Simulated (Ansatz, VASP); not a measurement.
# One calculation of NaLaMnMoO6, two programs

The input INCAR:

```
PREC = Accurate
ENCUT = 520
EDIFF = 1E-7
ISMEAR = -1
SIGMA = 0.05
LREAL = F
LASPH = T
NELM = 100
ALGO = Normal
ISIF = 2
LWAVE = F
LCHARG = T
ISPIN = 2
MAGMOM = 0 0 4 1 0 0 0 0 0 0
LORBIT = 11
LMAXMIX = 6
GGA = PE
LVHAR = T
NBANDS = 56
KPAR = 4
```

KPOINTS

```
regular mesh
0
Gamma
  7 7 7
```

Contents of POSCAR:

```
NaLaMnMoO6
1.0
   -2.7229400000      2.7229400000      3.8988900000
    2.7229400000     -2.7229400000      3.8988900000
    2.7229400000      2.7229400000     -3.8988900000
Na La Mn Mo O
1 1 1 1 6
Direct
    0.2500000000      0.7500000000      0.5000000000
    0.7500000000      0.2500000000      0.5000000000
    0.5000000000      0.5000000000      0.0000000000
    0.0000000000      0.0000000000      0.0000000000
    0.2076600000      0.2960700000      0.5037100000
    0.2960500000      0.7923400000      0.0884100000
    0.7923600000      0.7039500000      0.4962900000
    0.7039300000      0.2076400000      0.9115900000
    0.2519400000      0.2519400000      0.0000000000
    0.7480600000      0.7480600000      0.0000000000
```

input.yaml

```yaml
crystal:
  lattice:
    - [-2.72294, 2.72294, 3.89889]
    - [2.72294, -2.72294, 3.89889]
    - [2.72294, 2.72294, -3.89889]
  atoms:
    - { symbol: Na, position: [0.25, 0.75, 0.5] }
    - { symbol: La, position: [0.75, 0.25, 0.5] }
    - { symbol: Mn, position: [0.5, 0.5, 0.0], spin: 4.0 }
    - { symbol: Mo, position: [0.0, 0.0, 0.0], spin: 1.0 }
    - { symbol: O, position: [0.20766, 0.29607, 0.50371] }
    - { symbol: O, position: [0.29605, 0.79234, 0.08841] }
    - { symbol: O, position: [0.79236, 0.70395, 0.49629] }
    - { symbol: O, position: [0.70393, 0.20764, 0.91159] }
    - { symbol: O, position: [0.25194, 0.25194, 0.0] }
    - { symbol: O, position: [0.74806, 0.74806, 0.0] }
hamiltonian:
  xc: pbe
  pseudopotentials: { kind: paw }
magnetization:
  spin_polarized: true
kpoints:
  mp_grid: { grid: [7, 7, 7] }
scf:
  occupations: { method: fermi_dirac, width: 0.05 }
output:
  forces: true
  stress: true
  eigenvalues: true
```

The cell was built by a generator and needn't be a form met in nature.

Alike in both runs: task single point; functional PBE; k mesh 7 × 7 × 7; occupations fermi-dirac, width 0.05 eV; collinear spin, ferromagnetic start.

|  | VASP | Ansatz |
| --- | --- | --- |
| version | VASP 6.6.1 | Ansatz 0.2.0 |
| potentials or method | VASP PAW PBE potentials, release 64 (Na_pv, La, Mn_pv, Mo_sv, O) | Ansatz PAW |
| plane-wave cutoff (eV) | 520 | 420 |
| valence electrons in the cell | 81 | 85 |

Ansatz gave:

* gap on the k mesh at the Fermi level (eV): none
* pressure (GPa): 0.3
* largest component of the traceless stress (GPa): 0.09
* rms of the force components (eV/Å): 0.026
* net moment per atom (μB): 0.20
* size of the moment on the site where the two differ most (μB): 2.24

**Question.** Which values does VASP return?

**Answer.** gap on the k mesh at the Fermi level (eV): none; pressure (GPa): 0.6; largest component of the traceless stress (GPa): 0.07; rms of the force components (eV/Å): 0.046; net moment per atom (μB): 0.20; size of the moment on the site where the two differ most (μB): 2.51.

Site moments also hang on the region over which each program counts them. Atom by atom the forces differ by 0.021 eV/Å (rms over components). A gap of «none» marks a metal or a gap that the smearing closes. The two sets of potentials don't hold the same shells in valence.

Caveats: a cell with one magnetic atom can't hold antiferromagnetic order, which such compounds often take; semilocal functionals often make such compounds metallic where correlation or magnetic order opens a gap, which also shifts bond lengths; the pressure holds a Pulay correction of +0.6 GPa for the finite cutoff (Ansatz); the starting moments weren't kept (Ansatz). The runs have no spin-orbit coupling, so splittings on La are missing. With open d or f shells a metallic result of PBE can be an artefact of self-interaction; +U or a hybrid may open a gap.
